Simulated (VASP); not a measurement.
Consider the following.

```yaml
crystal:
  lattice:
    - [1.85181, -3.20744, 0.00000]
    - [1.85181, 3.20744, 0.00000]
    - [0.00000, 0.00000, 5.74947]
  atoms:
    - { symbol: Gd, position: [0.33333, 0.66667, 0.25000] }
    - { symbol: Gd, position: [0.66667, 0.33333, 0.75000] }
```

Method: revPBE GGA, VASP's PBE PAW potentials (set 64) (plane waves; VASP). Settings: 520 eV cut-off, Gaussian smearing of 0.050 eV, potentials Gd_3.

The 4f electrons are frozen in the core of the lanthanide potential, so 4f levels, which can set the real gap, and their magnetism are missing.

Problem. Give the energies of bands 7 to 12 at the high-symmetry points, in eV from the Fermi level.

Solution. 
| band | Γ | M | K | A | L | H |
|---|---|---|---|---|---|---|
| 7 | -4.65 | -1.71 | -0.89 | -3.13 | -1.76 | -0.52 |
| 8 | -1.98 | -1.34 | -0.62 | -3.13 | -1.76 | -0.52 |
| 9 | 1.42 | -0.90 | -0.62 | 0.97 | 0.04 | -0.35 |
| 10 | 1.66 | 0.15 | -0.33 | 0.97 | 0.04 | -0.35 |
| 11 | 1.66 | 1.33 | 1.12 | 1.55 | 1.70 | 0.59 |
| 12 | 2.08 | 1.56 | 1.12 | 1.55 | 1.70 | 0.59 |

It has no gap at this level: it comes out as a metal or semimetal.

The compound is Gd in the hcp structure. It was relaxed first.
